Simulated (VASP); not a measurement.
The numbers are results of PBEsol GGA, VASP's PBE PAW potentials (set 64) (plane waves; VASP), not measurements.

VASP input:

### POSCAR
```
TaC(110) slab
1
    3.1419552616     0.0000000000     0.0000000000
    0.0000000000     4.4433960873    -0.0000000000
   -0.0000000000    -0.0000000000    24.3700240255
Ta C
6 6
Direct
  0.0000000000   0.0000000000   0.3388410000
  0.5000000000   0.5000000000   0.4033050000
  0.0000000000   0.0000000000   0.4677680000
  0.5000000000   0.5000000000   0.5322320000
  0.0000000000   0.0000000000   0.5966950000
  0.5000000000   0.5000000000   0.6611590000
  0.5000000000   0.0000000000   0.4033050000
  0.0000000000   0.5000000000   0.3388410000
  0.5000000000   0.0000000000   0.5322320000
  0.0000000000   0.5000000000   0.4677680000
  0.5000000000   0.0000000000   0.6611590000
  0.0000000000   0.5000000000   0.5966950000
```

### INCAR
```
! general
SYSTEM  = TaC(110) slab
PREC    = Normal
ENCUT   = 450   ! plane-wave cut-off (eV)
LREAL   = .FALSE.   ! projection in real space or not
LASPH   = .TRUE.   ! aspherical one-centre terms

! electronic loop
EDIFF   = 1E-5   ! SCF stop (eV)
NELM    = 100
NELMIN  = 4
ALGO    = Normal   ! blocked Davidson
LMAXMIX = 6   ! l cut-off of mixed one-centre charges

! smearing
ISMEAR  = 1
SIGMA   = 0.1   ! width (eV)

! functional
GGA     = PS

! ions
IBRION  = 2   ! conjugate gradients
NSW     = 50
ISIF    = 2   ! forces and stress, cell fixed
EDIFFG  = -0.03   ! ionic stop

! output
LWAVE   = .TRUE.
LCHARG  = .FALSE.

! other
LDIPOL  = .TRUE.
IDIPOL  = 3
DIPOL   = 0.5 0.5 0.5
```

KPOINTS:
```
Automatic mesh
0
Gamma
9 6 1
0 0 0
```

POTCAR, in this order: Ta_pv C (PBE.64 set). Program: vasp_std.

At this cut-off the stress carries a Pulay error, which pulls relaxed volumes low. Unless said otherwise, spin-orbit coupling is left out, though it shifts the bands of the heavy elements here.

Question: Estimate the energy per atom (σ→0), band gap (on the k-mesh).

Answer: 
```yaml
energy per atom (σ→0): -11.248 eV/atom
band gap (on the k-mesh): none (metal, semimetal or under 0.01 eV)
```

### OSZICAR
```
...
DAV:   4    -0.134975980840E+03   -0.63774E-06   -0.10745E-05  1594   0.176E-02
   7 F= -.13497598E+03 E0= -.13497586E+03  d E =-.777539E-02
       N       E                     dE             d eps       ncg     rms          rms(c)
DAV:   1    -0.134976150071E+03   -0.16987E-03   -0.15722E-01  2160   0.191E+00    0.930E-02
DAV:   2    -0.134976543588E+03   -0.39352E-03   -0.53155E-03  2378   0.364E-01    0.495E-02
DAV:   3    -0.134976522744E+03    0.20844E-04   -0.21732E-04  2794   0.690E-02    0.202E-02
DAV:   4    -0.134976521376E+03    0.13682E-05   -0.31299E-05  2002   0.283E-02
   8 F= -.13497652E+03 E0= -.13497638E+03  d E =-.540536E-03
```

The cell is a thin slab with vacuum, built from TaC (rock salt): (110) face.
